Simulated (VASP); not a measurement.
```
SrTe
1.0
    0.00000     3.35945     3.35945
    3.35945     0.00000     3.35945
    3.35945     3.35945     0.00000
Sr Te
1 1
Cartesian
  0.00000   0.00000   0.00000
  3.35945   3.35945   3.35945
```

The numbers are results of PW91 GGA, VASP's PBE PAW potentials (set 64) (plane waves; VASP), not measurements. Run with 520 eV cut-off, 6×6×6 Γ-centred mesh, Gaussian smearing of 0.050 eV, potentials Sr_sv Te.

Unless said otherwise, spin-orbit coupling is left out, though it shifts the bands of the heavy elements here.

Task: Predict the energy per atom (σ→0), band gap (on the k-mesh) with the smallest direct gap where there is one.

Result: 
```json
{
  "band gap (on the k-mesh)": "1.76 eV",
  "smallest direct gap (on the k-mesh)": "2.48 eV",
  "energy per atom (σ→0)": "-4.180 eV/atom"
}
```

The compound is SrTe in the rock salt structure. It was relaxed first. The start is the result of an earlier pass.
